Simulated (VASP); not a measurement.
All values below come from PBE GGA with D4 dispersion, VASP's PBE PAW potentials (set 64) (plane waves; VASP 6.6.1).

VASP input:

File KPOINTS:
```
Automatic mesh
0
Gamma
8 8 8
0 0 0
```

File POSCAR:
```
LiCl
1
    0.0000000000     2.5700000000     2.5700000000
    2.5700000000     0.0000000000     2.5700000000
    2.5700000000     2.5700000000     0.0000000000
Li Cl
1 1
Direct
  0.0000000000   0.0000000000   0.0000000000
  0.5000000000   0.5000000000   0.5000000000
```

INCAR:
```
IVDW=13
IBRION=2
EDIFF=1E-6   ! SCF stop (eV)
EDIFFG=-0.01   ! ionic stop
SYSTEM=LiCl
LCHARG=.FALSE.
NSW=60   ! most ionic steps
ISIF=3
SIGMA=0.05
NELM=100   ! most electronic steps
ENCUT=520   ! plane-wave cut-off (eV)
PREC=Accurate
LASPH=.TRUE.   ! aspherical one-centre terms
GGA=PE
LREAL=.FALSE.   ! projection in real space or not
ISMEAR=0
LWAVE=.FALSE.
ALGO=Normal   ! blocked Davidson
```

POTCAR, in this order: Li_sv Cl (PBE.64 set). Program: vasp_std.

Question: What will the output report for the number of irreducible k-points (NKPTS), largest plane-wave count, number of space-group operations, FFT grid (NGX, NGY, NGZ)?

Answer: 
```yaml
number of irreducible k-points (NKPTS): 29
largest_plane_wave_count: 941
number_of_space_group_operations: 48
FFT grid (NGX, NGY, NGZ): 28 × 28 × 28
```

The compound is LiCl in the rock salt structure. This run relaxes it. Symmetry was kept, so distortions that lower it aren't found.
